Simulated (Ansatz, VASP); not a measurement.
**Two plane-wave programs on Sc3Ru**

```
Sc Ru
1.0
    -2.71577    2.71577    2.71577
     2.71577   -2.71577    2.71577
     2.71577    2.71577   -2.71577
Sc Ru
3 1
Direct
  0.00000 0.50000 0.50000
  0.50000 0.00000 0.50000
  0.50000 0.50000 0.00000
  0.00000 0.00000 0.00000
```

Alike in both runs: task single point; functional PBE; k mesh 4 × 4 × 4; occupations gaussian, width 0.1 eV; no spin polarisation.

```csv
,VASP,Ansatz
version,VASP 6.6.1,Ansatz 0.2.0
potentials or method,"VASP PAW PBE potentials, release 64 (Sc_sv, Ru_pv)","scalar-relativistic, plane waves, PAW"
plane-wave cutoff (eV),520,420
valence electrons in the cell,47,49
```

|  | VASP | Ansatz | Ansatz less VASP |
| --- | --- | --- | --- |
| gap on the k mesh at the Fermi level (eV) | none | none | - |
| pressure (GPa) | 3.8 | 3.6 | -0.20 |

A gap of «none» marks a metal or a gap that the smearing closes. The functional is the same, so the differences come from potentials, cutoffs and numerics. The two sets of potentials don't hold the same shells in valence.

Caveats: the k mesh is coarse (spacing up to 0.41 Å⁻¹), so the values aren't converged.
